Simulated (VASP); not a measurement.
The input files of a VASP run:

INCAR:
```
SYSTEM = SrO
PREC = Accurate
ENCUT = 400
EDIFF = 1E-6
NELM = 100
ALGO = Normal
LREAL = .FALSE.
LASPH = .TRUE.
ISMEAR = 0
SIGMA = 0.02
GGA = RE
LMAXMIX = 4
LWAVE = .FALSE.
LCHARG = .FALSE.
ISIF = 2
NEDOS = 601
LORBIT = 11
```

KPOINTS:
```
Automatic mesh
0
Gamma
11 11 11
0 0 0
```

POSCAR:
```
SrO
1
    0.0000000000     2.6031630000     2.6031630000
    2.6031630000     0.0000000000     2.6031630000
    2.6031630000     2.6031630000     0.0000000000
Sr O
1 1
Direct
  0.5000000000   0.5000000000   0.5000000000
  0.0000000000   0.0000000000   0.0000000000
```

POTCAR, in this order: Sr_sv O (PBE.64 set). Program: vasp_std.

Question: Translate this revPBE calculation to Ansatz.

Answer: One equivalent input (not run):
Ansatz 0.2 input:
```yaml
crystal:
  lattice:
    - [0.0000000, 2.6031630, 2.6031630]
    - [2.6031630, 0.0000000, 2.6031630]
    - [2.6031630, 2.6031630, 0.0000000]
  atoms:
    - { symbol: Sr, position: [0.5000000, 0.5000000, 0.5000000] }
    - { symbol: O, position: [0.0000000, 0.0000000, 0.0000000] }
kpoints:
  mp_grid: { grid: [11, 11, 11] }
hamiltonian:
  xc: revpbe
  pseudopotentials: { kind: paw }
scf:
  occupations: { method: gaussian, width: 0.02 }
  max_iter: 100
output: { forces: true, stress: true, eigenvalues: true }
```
What does not carry over: each code has its own PAW files, so the cut-off isn't converted (ENCUT is set for VASP's; basis.ecutwfc is left out, and Ansatz then takes the one that its files recommend); Ansatz stops its SCF on the density residual and VASP on the energy change (EDIFF).

The structure comes from a computed database's SrO entry; how it stands against other phases isn't given here. The cell was not relaxed at this level. The run is one of a series of settings (NEDOS = 601, KPOINTS 11×11×11 Γ-centred mesh against the base run), some of them coarse on purpose.
